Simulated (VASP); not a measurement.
Output of a VASP run:

### OSZICAR
```
       N       E                     dE             d eps       ncg     rms          rms(c)
DAV:   1     0.731617654997E+02    0.73162E+02   -0.78155E+03 10892   0.114E+03
DAV:   2    -0.229278567071E+02   -0.96090E+02   -0.91023E+02 12552   0.298E+02
DAV:   3    -0.257273519750E+02   -0.27995E+01   -0.27619E+01 13548   0.490E+01
DAV:   4    -0.257543098380E+02   -0.26958E-01   -0.26929E-01 12008   0.476E+00
DAV:   5    -0.257546112836E+02   -0.30145E-03   -0.30134E-03 13316   0.420E-01    0.253E+01
DAV:   6    -0.234635546634E+02    0.22911E+01   -0.80942E+00 12932   0.285E+01    0.111E+01
DAV:   7    -0.233613576068E+02    0.10220E+00   -0.49561E-01 12220   0.643E+00    0.729E+00
DAV:   8    -0.233301678156E+02    0.31190E-01   -0.13282E-01 12848   0.359E+00    0.100E+00
DAV:   9    -0.233260792212E+02    0.40886E-02   -0.14540E-02 12516   0.101E+00    0.258E-01
DAV:  10    -0.233259404645E+02    0.13876E-03   -0.96282E-04 12744   0.386E-01    0.501E-02
DAV:  11    -0.233259089463E+02    0.31518E-04   -0.10435E-04 13000   0.108E-01    0.156E-02
DAV:  12    -0.233259090217E+02   -0.75416E-07   -0.50279E-06 11812   0.248E-02
   1 F= -.23325909E+02 E0= -.23325805E+02  d E =-.207915E-03
```

**OUTCAR**
```
------------------------ aborting loop because EDIFF is reached ----------------------------------------
  FORCE on cell =-STRESS in cart. coord.  units (eV):
  Direction    XX          YY          ZZ          XY          YZ          ZX
  --------------------------------------------------------------------------------------
  Total        0.4845915     -0.4091081      1.0761867     -0.4672132      0.7635929     -0.5802294
  in kB       36.0252859    -30.4137350     80.0053991    -34.7333576     56.7666837    -43.1351613
  external PRESSURE =      28.5389833 kB  Pullay stress =       0.0000000 kB
  volume of cell :       21.55
      direct lattice vectors                 reciprocal lattice vectors
     2.938000000  0.000000000  0.000000000     0.340367597  0.196511296  0.000000000
    -1.469000000  2.544383000  0.000000000     0.000000000  0.393022591  0.000000000
     0.000000000  0.000000000  2.883000000     0.000000000  0.000000000  0.346860909
 POSITION                                       TOTAL-FORCE (eV/Angst)
 -----------------------------------------------------------------------------------
      1.51323      2.42016      2.84014        -1.503180      2.729890      1.416913
     -0.04423      1.82048      1.48436         1.503180     -2.729890     -1.416913
 -----------------------------------------------------------------------------------
    total drift:                                0.000061      0.000124      0.000367
  FREE ENERGIE OF THE ION-ELECTRON SYSTEM (eV)
  ---------------------------------------------------
  free  energy   TOTEN  =       -23.3259090217 eV

  energy  without entropy=      -23.3257011064  energy(sigma->0) =      -23.32580506
```
(Selected blocks of OUTCAR.)

POSCAR:
```
TaN
1
    2.9380000000     0.0000000000     0.0000000000
   -1.4690000000     2.5443830000     0.0000000000
    0.0000000000     0.0000000000     2.8830000000
N Ta
1 1
Direct
 -0.0093550000  -0.0488210000  -0.0148650000
  0.3426880000   0.7154880000   0.5148650000
```

Task: Write an INCAR and KPOINTS that could have produced this output.

Result: This is not unique; one that fits is the input of the run itself, PBEsol GGA, plane waves, VASP's PBE PAW potentials (set 64).

**KPOINTS**
```
Automatic mesh
0
Gamma
10 10 9
0 0 0
```

### INCAR
```
ALGO=Normal
EDIFF=1E-6
ENCUT=400
GGA=PS
ISIF=2
ISMEAR=0
LASPH=T
LCHARG=F
LMAXMIX=6
LREAL=F
LWAVE=F
NELM=100
PREC=Accurate
SIGMA=0.05
SYSTEM=TaN
```

POTCAR, in this order: N Ta_pv (PBE.64 set). Program: vasp_std.

At this cut-off the stress carries a Pulay error, which pulls relaxed volumes low.

The structure comes from a measured TaN entry of the Crystallography Open Database, whose conditions weren't checked. The cell was not relaxed at this level, atoms are displaced from their ideal sites.
